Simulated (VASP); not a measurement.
Calculation: SCAN meta-GGA, VASP's PBE PAW potentials (set 64) (plane waves; VASP).

VASP ran on this input.

### POSCAR
```
Tl
1
    1.7653346399    -3.0576493979     0.0000000000
    1.7653346399     3.0576493979     0.0000000000
    0.0000000000     0.0000000000     5.5041026023
Tl
2
Direct
  0.3333330000   0.6666670000   0.2500000000
  0.6666670000   0.3333330000   0.7500000000
```

### KPOINTS
```
Automatic mesh
0
Gamma
11 11 6
0 0 0
```

**INCAR**
```
# general
SYSTEM =Tl
PREC   =Accurate
ENCUT  =520
LREAL  =.FALSE.   # projection in real space or not
LASPH  =.TRUE.   # aspherical one-centre terms

# electronic loop
EDIFF  =1E-6
NELM   =100   # most electronic steps
ALGO   =Normal   # blocked Davidson
LMAXMIX=4   # l cut-off of mixed one-centre charges
LMIXTAU=.TRUE.

# smearing
ISMEAR =1   # Methfessel-Paxton
SIGMA  =0.1   # width (eV)

# functional
METAGGA=SCAN

# ions
IBRION =2   # conjugate gradients
NSW    =60   # most ionic steps
ISIF   =3   # ions, shape and volume
EDIFFG =-0.01   # ionic stop

# output
LWAVE  =.FALSE.
LCHARG =.FALSE.
```

POTCAR, in this order: Tl_d (PBE.64 set). Program: vasp_std.

Output of the run:

### OSZICAR
```
       N       E                     dE             d eps       ncg     rms          rms(c)
DAV:   1    -0.160352071720E+02   -0.16035E+02   -0.14602E+04  2192   0.147E+03
DAV:   2    -0.150197829993E+03   -0.13416E+03   -0.13267E+03  2304   0.302E+02
DAV:   3    -0.152472761664E+03   -0.22749E+01   -0.22596E+01  2591   0.356E+01
DAV:   4    -0.152485895110E+03   -0.13133E-01   -0.13125E-01  2442   0.262E+00
DAV:   5    -0.152486018277E+03   -0.12317E-03   -0.12317E-03  2487   0.271E-01    0.298E+00
DAV:   6    -0.146577281485E+03    0.59087E+01   -0.42503E+00  2197   0.220E+01    0.352E+00
DAV:   7    -0.145068818153E+03    0.15085E+01   -0.17363E-01  2191   0.516E+00    0.233E+00
DAV:   8    -0.144808442427E+03    0.26038E+00   -0.13401E-01  2213   0.449E+00    0.382E-01
DAV:   9    -0.144535677593E+03    0.27276E+00   -0.30054E-01  2204   0.468E+00    0.535E-01
DAV:  10    -0.144584237650E+03   -0.48560E-01   -0.83358E-02  2207   0.201E+00    0.404E-01
DAV:  11    -0.144598388686E+03   -0.14151E-01   -0.20458E-03  2442   0.319E-01    0.455E-01
DAV:  12    -0.144598231421E+03    0.15727E-03   -0.21487E-05  2427   0.295E-02    0.456E-01
DAV:  13    -0.144595416347E+03    0.28151E-02   -0.22447E-05  2257   0.457E-02    0.479E-01
DAV:  14    -0.144644003119E+03   -0.48587E-01   -0.32573E-02  2201   0.177E+00    0.839E-02
DAV:  15    -0.144644154074E+03   -0.15095E-03   -0.50743E-04  2387   0.165E-01    0.105E-01
DAV:  16    -0.144644155639E+03   -0.15650E-05   -0.36676E-05  2212   0.438E-02    0.976E-02
DAV:  17    -0.144644047408E+03    0.10823E-03   -0.44111E-04  2207   0.180E-01    0.246E-02
DAV:  18    -0.144644197575E+03   -0.15017E-03   -0.55294E-04  2210   0.225E-01    0.321E-02
DAV:  19    -0.144644215325E+03   -0.17749E-04   -0.79767E-05  2312   0.786E-02    0.295E-02
DAV:  20    -0.144644368170E+03   -0.15285E-03   -0.67227E-05  2189   0.778E-02    0.239E-02
DAV:  21    -0.144644365370E+03    0.28003E-05   -0.60610E-06  2033   0.226E-02    0.275E-02
DAV:  22    -0.144644362711E+03    0.26589E-05   -0.11554E-06  1284   0.974E-03    0.277E-02
DAV:  23    -0.144644369648E+03   -0.69372E-05   -0.84061E-06  2242   0.245E-02    0.192E-02
DAV:  24    -0.144644375148E+03   -0.55000E-05   -0.31094E-06  1698   0.158E-02    0.951E-03
DAV:  25    -0.144644394171E+03   -0.19023E-04   -0.27021E-05  2247   0.461E-02    0.115E-03
DAV:  26    -0.144644394630E+03   -0.45885E-06   -0.83932E-07  1647   0.893E-03
   1 F= -.14464439E+03 E0= -.14464362E+03  d E =-.144644E+03
```

### OUTCAR
```
------------------------ aborting loop because EDIFF is reached ----------------------------------------
  FORCE on cell =-STRESS in cart. coord.  units (eV):
  Direction    XX          YY          ZZ          XY          YZ          ZX
  --------------------------------------------------------------------------------------
  Total       -0.0136697     -0.0136697     -0.0109897      0.0000000      0.0000000      0.0000000
  in kB       -0.3685843     -0.3685843     -0.2963216      0.0000000      0.0000000      0.0000000
  external PRESSURE =      -0.3444967 kB  Pullay stress =       0.0000000 kB
  volume of cell :       59.42
      direct lattice vectors                 reciprocal lattice vectors
     1.765334640 -3.057649398  0.000000000     0.283232419 -0.163524307  0.000000000
     1.765334640  3.057649398  0.000000000     0.283232419  0.163524307  0.000000000
     0.000000000  0.000000000  5.504102602     0.000000000  0.000000000  0.181682660
 POSITION                                       TOTAL-FORCE (eV/Angst)
 -----------------------------------------------------------------------------------
      1.76533      1.01922      1.37603        -0.000000      0.000000      0.000000
      1.76533     -1.01922      4.12808         0.000000     -0.000000      0.000000
 -----------------------------------------------------------------------------------
    total drift:                               -0.000011      0.000464      0.000011
  FREE ENERGIE OF THE ION-ELECTRON SYSTEM (eV)
  ---------------------------------------------------
  free  energy   TOTEN  =      -144.6443946302 eV

  energy  without entropy=     -144.6420778249  energy(sigma->0) =     -144.64362236

 reached required accuracy - stopping structural energy minimisation
```
(Selected blocks of OUTCAR.)

The compound is Tl in the hcp structure. It was relaxed first. The start is the result of an earlier pass.
